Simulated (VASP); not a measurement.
All values below come from r2SCAN meta-GGA, VASP's PBE PAW potentials (set 64) (plane waves; VASP 6.6.1).

VASP input:

**POSCAR**
```
Zn(001) slab
1
    2.6550785387     0.0000000000     0.0000000000
   -1.3275392693     2.2993658887     0.0000000000
    0.0000000000     0.0000000000    23.4768744767
Zn
4
Direct
  0.6666670000   0.3333330000   0.3509040000
  0.6666670000   0.3333330000   0.5496990000
  0.3333330000   0.6666670000   0.4503010000
  0.3333330000   0.6666670000   0.6490960000
```

### KPOINTS
```
Automatic mesh
0
Gamma
12 12 1
0 0 0
```

**INCAR**
```
ALGO=Normal
DIPOL=0.5 0.5 0.5
EDIFF=1E-5
EDIFFG=-0.03
ENCUT=400
IBRION=2
IDIPOL=3
ISIF=2
ISMEAR=1
LASPH=.TRUE.
LCHARG=.FALSE.
LDIPOL=.TRUE.
LMAXMIX=4
LMIXTAU=.TRUE.
LREAL=.FALSE.
LWAVE=.TRUE.
METAGGA=R2SCAN
NELM=100
NELMIN=4
NSW=50
PREC=Normal
SIGMA=0.1
SYSTEM=Zn(001) slab
```

POTCAR, in this order: Zn (PBE.64 set). Program: vasp_std.

The resulting files:

### OSZICAR
```
...
DAV:   4    -0.352521228055E+02   -0.25083E-04   -0.75548E-06   704   0.216E-02    0.135E-03
DAV:   5    -0.352521257255E+02   -0.29200E-05   -0.26978E-06   608   0.147E-02
   3 F= -.35252126E+02 E0= -.35250950E+02  d E =-.388695E-02
       N       E                     dE             d eps       ncg     rms          rms(c)
DAV:   1    -0.352523313384E+02   -0.20853E-03   -0.45387E-02  1068   0.147E+00    0.140E-02
DAV:   2    -0.352522092237E+02    0.12211E-03   -0.35535E-04  1088   0.165E-01    0.771E-03
DAV:   3    -0.352524169416E+02   -0.20772E-03   -0.76916E-05   960   0.594E-02    0.312E-03
DAV:   4    -0.352524534733E+02   -0.36532E-04   -0.19538E-05   776   0.342E-02    0.269E-03
DAV:   5    -0.352524490116E+02    0.44617E-05   -0.63816E-06   704   0.234E-02
   4 F= -.35252449E+02 E0= -.35251274E+02  d E =-.421024E-02
       N       E                     dE             d eps       ncg     rms          rms(c)
DAV:   1    -0.352524938427E+02   -0.40369E-04   -0.18153E-01  1068   0.294E+00    0.276E-02
DAV:   2    -0.352520307616E+02    0.46308E-03   -0.14682E-03  1072   0.331E-01    0.160E-02
DAV:   3    -0.352528468392E+02   -0.81608E-03   -0.34556E-04  1120   0.126E-01    0.634E-03
DAV:   4    -0.352529709201E+02   -0.12408E-03   -0.71867E-05   840   0.748E-02    0.592E-03
DAV:   5    -0.352529568482E+02    0.14072E-04   -0.14723E-05   756   0.480E-02    0.217E-03
DAV:   6    -0.352529559096E+02    0.93856E-06   -0.44822E-06   620   0.266E-02
   5 F= -.35252956E+02 E0= -.35251785E+02  d E =-.471714E-02
       N       E                     dE             d eps       ncg     rms          rms(c)
DAV:   1    -0.352515354905E+02    0.14214E-02   -0.72575E-01  1064   0.589E+00    0.542E-02
DAV:   2    -0.352509391680E+02    0.59632E-03   -0.58127E-03  1072   0.660E-01    0.343E-02
DAV:   3    -0.352532812604E+02   -0.23421E-02   -0.13303E-03  1120   0.249E-01    0.133E-02
DAV:   4    -0.352534719719E+02   -0.19071E-03   -0.22417E-04  1096   0.155E-01    0.126E-02
DAV:   5    -0.352535411337E+02   -0.69162E-04   -0.37578E-05   796   0.833E-02    0.455E-03
DAV:   6    -0.352535252236E+02    0.15910E-04   -0.17497E-05   768   0.395E-02    0.315E-03
DAV:   7    -0.352535632869E+02   -0.38063E-04   -0.52534E-06   632   0.344E-02    0.148E-03
DAV:   8    -0.352535332788E+02    0.30008E-04   -0.47411E-06   616   0.189E-02    0.868E-04
DAV:   9    -0.352535454080E+02   -0.12129E-04   -0.13813E-06   600   0.942E-03    0.575E-04
DAV:  10    -0.352535441102E+02    0.12979E-05   -0.12274E-06   600   0.101E-02
   6 F= -.35253544E+02 E0= -.35252380E+02  d E =-.530534E-02
       N       E                     dE             d eps       ncg     rms          rms(c)
DAV:   1    -0.352445489488E+02    0.89965E-02   -0.29070E+00  1076   0.118E+01    0.109E-01
DAV:   2    -0.352496319635E+02   -0.50830E-02   -0.21136E-02  1104   0.133E+00    0.757E-02
DAV:   3    -0.352519795489E+02   -0.23476E-02   -0.34373E-03  1120   0.437E-01    0.298E-02
DAV:   4    -0.352524600747E+02   -0.48053E-03   -0.73302E-04  1080   0.224E-01    0.246E-02
DAV:   5    -0.352526723362E+02   -0.21226E-03   -0.16585E-04  1116   0.154E-01    0.850E-03
DAV:   6    -0.352526844955E+02   -0.12159E-04   -0.27419E-05   776   0.775E-02    0.537E-03
DAV:   7    -0.352526690117E+02    0.15484E-04   -0.76687E-06   700   0.423E-02    0.217E-03
DAV:   8    -0.352527118577E+02   -0.42846E-04   -0.98287E-06   720   0.255E-02    0.107E-03
DAV:   9    -0.352526871335E+02    0.24724E-04   -0.51824E-06   648   0.190E-02    0.768E-04
DAV:  10    -0.352527035807E+02   -0.16447E-04   -0.50895E-06   656   0.177E-02    0.951E-04
DAV:  11    -0.352526865057E+02    0.17075E-04   -0.29430E-06   600   0.154E-02    0.652E-04
DAV:  12    -0.352527088659E+02   -0.22360E-04   -0.17191E-06   600   0.110E-02    0.482E-04
DAV:  13    -0.352526954080E+02    0.13458E-04   -0.12016E-06   596   0.908E-03    0.240E-04
DAV:  14    -0.352526969717E+02   -0.15637E-05   -0.65594E-07   588   0.622E-03
   7 F= -.35252697E+02 E0= -.35251553E+02  d E =-.445820E-02
       N       E                     dE             d eps       ncg     rms          rms(c)
DAV:   1    -0.352484553373E+02    0.42401E-02   -0.17818E+00  1064   0.922E+00    0.901E-02
DAV:   2    -0.352499162070E+02   -0.14609E-02   -0.11439E-02  1120   0.946E-01    0.387E-02
DAV:   3    -0.352532181535E+02   -0.33019E-02   -0.21413E-03  1092   0.289E-01    0.191E-02
DAV:   4    -0.352534024297E+02   -0.18428E-03   -0.37085E-04  1096   0.124E-01    0.119E-02
DAV:   5    -0.352535077133E+02   -0.10528E-03   -0.24168E-04  1096   0.105E-01    0.552E-03
DAV:   6    -0.352535676961E+02   -0.59983E-04   -0.19552E-05   772   0.583E-02    0.408E-03
DAV:   7    -0.352535865204E+02   -0.18824E-04   -0.39681E-06   600   0.258E-02    0.243E-03
DAV:   8    -0.352536047006E+02   -0.18180E-04   -0.95302E-06   704   0.230E-02    0.146E-03
DAV:   9    -0.352536132588E+02   -0.85582E-05   -0.49915E-06   608   0.208E-02
   8 F= -.35253613E+02 E0= -.35252455E+02  d E =-.537449E-02
       N       E                     dE             d eps       ncg     rms          rms(c)
DAV:   1    -0.352536326695E+02   -0.27969E-04   -0.14622E-01  1064   0.260E+00    0.234E-02
DAV:   2    -0.352524699674E+02    0.11627E-02   -0.15604E-03  1076   0.352E-01    0.193E-02
DAV:   3    -0.352533364791E+02   -0.86651E-03   -0.24580E-04  1072   0.240E-01    0.125E-02
DAV:   4    -0.352537055311E+02   -0.36905E-03   -0.92258E-05  1004   0.718E-02    0.699E-03
DAV:   5    -0.352539322804E+02   -0.22675E-03   -0.86607E-05   832   0.728E-02    0.357E-03
DAV:   6    -0.352539473837E+02   -0.15103E-04   -0.22511E-05   772   0.454E-02    0.188E-03
DAV:   7    -0.352539925013E+02   -0.45118E-04   -0.92931E-06   728   0.259E-02    0.840E-04
DAV:   8    -0.352539843407E+02    0.81606E-05   -0.38110E-06   624   0.175E-02
   9 F= -.35253984E+02 E0= -.35252833E+02  d E =-.371082E-03
       N       E                     dE             d eps       ncg     rms          rms(c)
DAV:   1    -0.352518887230E+02    0.21038E-02   -0.13178E+00  1064   0.781E+00    0.675E-02
DAV:   2    -0.352525563993E+02   -0.66768E-03   -0.10915E-02  1084   0.992E-01    0.607E-02
DAV:   3    -0.352533481833E+02   -0.79178E-03   -0.14817E-03  1076   0.649E-01    0.382E-02
DAV:   4    -0.352540393925E+02   -0.69121E-03   -0.50564E-04  1072   0.178E-01    0.227E-02
DAV:   5    -0.352547190331E+02   -0.67964E-03   -0.58625E-04  1056   0.198E-01    0.108E-02
DAV:   6    -0.352550727934E+02   -0.35376E-03   -0.24329E-04  1068   0.128E-01    0.646E-03
DAV:   7    -0.352551761148E+02   -0.10332E-03   -0.46203E-05   824   0.594E-02    0.262E-03
DAV:   8    -0.352551842809E+02   -0.81661E-05   -0.17887E-05   760   0.325E-02
  10 F= -.35255184E+02 E0= -.35254090E+02  d E =-.157102E-02
       N       E                     dE             d eps       ncg     rms          rms(c)
DAV:   1    -0.352431992589E+02    0.11977E-01   -0.52876E+00  1068   0.157E+01    0.130E-01
DAV:   2    -0.352650187032E+02   -0.21819E-01   -0.37765E-02  1112   0.192E+00    0.134E-01
DAV:   3    -0.352575356960E+02    0.74830E-02   -0.38899E-03  1080   0.101E+00    0.816E-02
DAV:   4    -0.352555273059E+02    0.20084E-02   -0.88237E-04  1084   0.272E-01    0.525E-02
DAV:   5    -0.352552849999E+02    0.24231E-03   -0.13260E-03  1064   0.405E-01    0.243E-02
DAV:   6    -0.352565539947E+02   -0.12690E-02   -0.10244E-03  1064   0.234E-01    0.153E-02
DAV:   7    -0.352565461614E+02    0.78333E-05   -0.14385E-04  1032   0.113E-01    0.633E-03
DAV:   8    -0.352566488469E+02   -0.10269E-03   -0.13729E-04  1028   0.851E-02    0.329E-03
DAV:   9    -0.352566607152E+02   -0.11868E-04   -0.43983E-05   808   0.550E-02    0.308E-03
DAV:  10    -0.352566955628E+02   -0.34848E-04   -0.10791E-05   736   0.278E-02    0.206E-03
DAV:  11    -0.352566986277E+02   -0.30649E-05   -0.28787E-06   604   0.134E-02
  11 F= -.35256699E+02 E0= -.35255832E+02  d E =-.308537E-02
```

File OUTCAR:
```
------------------------ aborting loop because EDIFF is reached ----------------------------------------
  FORCE on cell =-STRESS in cart. coord.  units (eV):
  Direction    XX          YY          ZZ          XY          YZ          ZX
  --------------------------------------------------------------------------------------
  Total       -2.4753110     -2.4753119     -0.1106814     -0.0000000      0.0000000      0.0000000
  in kB      -27.6703476    -27.6703578     -1.2372563     -0.0000000      0.0000000      0.0000000
  external PRESSURE =     -18.8593205 kB  Pullay stress =       0.0000000 kB
  volume of cell :      143.33
      direct lattice vectors                 reciprocal lattice vectors
     2.655078539  0.000000000  0.000000000     0.376636693  0.217451256  0.000000000
    -1.327539269  2.299365889  0.000000000     0.000000000  0.434902512  0.000000000
     0.000000000  0.000000000 23.476874477     0.000000000  0.000000000  0.042595108
 POSITION                                       TOTAL-FORCE (eV/Angst)
 -----------------------------------------------------------------------------------
      1.32754      0.76645      8.18516        -0.000000     -0.000000     -0.020604
      1.32754      0.76645     12.90270        -0.000000      0.000000     -0.002099
     -0.00000      1.53291     10.57418         0.000000     -0.000000      0.002099
     -0.00000      1.53291     15.29172         0.000000      0.000000      0.020604
 -----------------------------------------------------------------------------------
    total drift:                                0.000000      0.000000      0.000000
  FREE ENERGIE OF THE ION-ELECTRON SYSTEM (eV)
  ---------------------------------------------------
  free  energy   TOTEN  =       -35.2566986277 eV

  energy  without entropy=      -35.2540997902  energy(sigma->0) =      -35.25583235

 reached required accuracy - stopping structural energy minimisation
```
(Selected blocks of OUTCAR.)

**CONTCAR**
```
Zn(001) slab
   1.00000000000000
     2.6550785387000002    0.0000000000000000    0.0000000000000000
    -1.3275392693000001    2.2993658887000001    0.0000000000000000
     0.0000000000000000    0.0000000000000000   23.4768744767000008
  Zn
     4
Direct
     0.6666669999999968    0.3333330000000032    0.3486476093794478
     0.6666669999999968    0.3333330000000032    0.5495918678170846
     0.3333330000000032    0.6666669999999968    0.4504081321829154
     0.3333330000000032    0.6666669999999968    0.6513523906205522
```

The cell is a thin slab with vacuum, built from Zn (hcp): (001) face.
